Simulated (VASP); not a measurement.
Crystal: AlCl.

```
Al Cl
1.0
     0.00000    2.84863    2.84863
     2.84863    0.00000    2.84863
     2.84863    2.84863    0.00000
Al Cl
1 1
Direct
  0.50000 0.50000 0.50000
  0.00000 0.00000 0.00000
```

The cell was built by a generator and needn't be a form met in nature.

* Program: VASP 6.6.1
* Task: relaxation of cell and atoms
* Functional: PW91
* Potentials or basis: VASP PAW PBE potentials, release 64 (Al, Cl)
* Cutoff: 600 eV
* k mesh: 8 × 8 × 8
* Occupations: fermi-dirac, width 0.05 eV
* Spin: no spin polarisation

At the start: pressure 5.7 GPa; volume 23.12 Å³/atom.

Question: Where does the relaxation end?

Answer: Over 4 steps the energy falls by 77.0 meV/atom and the volume is 28.10 Å³/atom (+21.6 %); space group Fm-3m (No. 225, to 0.05 Å).

The path:
| step | energy change (eV) | largest force (eV/Å) | pressure (GPa) | volume (Å³) |
| --- | --- | --- | --- | --- |
| 1 | 0.0000 | 0.0000 | 5.71 | 46.23 |
| 2 | -0.1298 | 0.0000 | 1.93 | 51.97 |
| 3 | -0.1537 | 0.0000 | 0.20 | 55.71 |
| 4 | -0.1541 | 0.0000 | 0.01 | 56.20 |

Final structure:
```
Al Cl
1.0
     0.00000    3.04014    3.04014
     3.04014    0.00000    3.04014
     3.04014    3.04014    0.00000
Al Cl
1 1
Direct
  0.50000 0.50000 0.50000
  0.00000 0.00000 0.00000
```

Caveat: the volume moved by over 15 % at a fixed basis, so the end points are rough; the PAW data sets were made with another functional, which shifts forces and pressure a little.
